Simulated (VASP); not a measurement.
Input:

```
CELL_PARAMETERS angstrom
      3.17523     0.00000     0.00000
      0.00000     3.17523     0.00000
      0.00000     0.00000    23.88286
ATOMIC_POSITIONS crystal
  Hf 0.00000 0.50000 0.35898
  Hf 0.50000 0.00000 0.45299
  Hf 0.00000 0.50000 0.54700
  Hf 0.50000 0.00000 0.64102
  N  0.00000 0.50000 0.45299
  N  0.50000 0.00000 0.35898
  N  0.00000 0.50000 0.64102
  N  0.50000 0.00000 0.54700
```

Computed with PBEsol GGA, VASP's PBE PAW potentials (set 64) (plane waves; VASP). Numerical set-up: PREC = Normal, EDIFF = 1E-5, 450 eV cut-off, 9×9×1 Γ-centred mesh, first-order Methfessel-Paxton smearing of 0.10 eV, potentials Hf_pv N.

Task: The ions are relaxed. Which structure does the run end with?

Result: 
```
CELL_PARAMETERS angstrom
      3.17523     0.00000     0.00000
      0.00000     3.17523     0.00000
      0.00000     0.00000    23.88286
ATOMIC_POSITIONS crystal
  Hf 0.00000 0.50000 0.36334
  Hf 0.50000 0.00000 0.45410
  Hf 0.00000 0.50000 0.54590
  Hf 0.50000 0.00000 0.63666
  N  0.00000 0.50000 0.45182
  N  0.50000 0.00000 0.35687
  N  0.00000 0.50000 0.64313
  N  0.50000 0.00000 0.54818
```

Task: How much energy does the relaxation gain?

Result: The energy (σ→0) changes by -30.5 meV/atom, in 10 ionic steps.

The cell is a thin slab with vacuum, built from HfN (rock salt): (100) face.
